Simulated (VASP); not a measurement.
An input for Ansatz (written as the equivalent of a VASP run, and not itself run):

Ansatz 0.2 input:
```yaml
crystal:
  lattice:
    - [4.8617200, 0.0000000, 0.0000000]
    - [0.0000000, 4.8617200, 0.0000000]
    - [0.0000000, 0.0000000, 4.8617200]
  atoms:
    - { symbol: Rb, position: [0.0000000, 0.0000000, 0.0000000] }
    - { symbol: Pb, position: [0.5000000, 0.5000000, 0.5000000] }
    - { symbol: F, position: [0.0000000, 0.5000000, 0.5000000] }
    - { symbol: F, position: [0.5000000, 0.0000000, 0.5000000] }
    - { symbol: F, position: [0.5000000, 0.5000000, 0.0000000] }
kpoints:
  mp_grid: { grid: [3, 3, 3] }
hamiltonian:
  xc: pbesol
  pseudopotentials: { kind: paw }
scf:
  occupations: { method: gaussian, width: 0.01 }
  max_iter: 100
output: { forces: true, stress: true, eigenvalues: true }
```

### Question
Translate this input to VASP (INCAR, KPOINTS, POSCAR, choice of POTCAR).

### Answer
One answer among several that fit: 
### KPOINTS
```
Automatic mesh
0
Gamma
3 3 3
0 0 0
```

**POSCAR**
```
RbPbF3
4.861720
  1.0000000000   0.0000000000   0.0000000000
  0.0000000000   1.0000000000   0.0000000000
  0.0000000000   0.0000000000   1.0000000000
Rb Pb F
1 1 3
Cart
  0.0000000000   0.0000000000   0.0000000000
  0.5000000000   0.5000000000   0.5000000000
  0.0000000000   0.5000000000   0.5000000000
  0.5000000000   0.0000000000   0.5000000000
  0.5000000000   0.5000000000   0.0000000000
```

### INCAR
```
LWAVE=.FALSE.
ENCUT=400
GGA=PS
SYSTEM=RbPbF3
SIGMA=0.01
ALGO=Normal   # blocked Davidson
LCHARG=.FALSE.
LMAXMIX=4
NELM=100
ISMEAR=0
LREAL=.FALSE.   # projection in real space or not
ISIF=2   # forces and stress, cell fixed
PREC=Accurate
LASPH=.TRUE.
EDIFF=1E-6
```

POTCAR, in this order: Rb_sv Pb_d F (PBE.64 set). Program: vasp_std.

Limits of the translation: each code has its own PAW files, so the cut-off isn't converted (ENCUT is set for VASP's; basis.ecutwfc is left out, and Ansatz then takes the one that its files recommend); Ansatz stops its SCF on the density residual and VASP on the energy change (EDIFF).

The structure comes from a computed database's RbPbF3 entry (Pm-3m); how it stands against other phases isn't given here. The cell was not relaxed at this level. The k-mesh is coarse (spacing up to 0.43 per Å, 2π included), so the numbers may not be converged in it. The run is one of a series of settings (KPOINTS 3×3×3 Γ-centred mesh against the base run), some of them coarse on purpose.
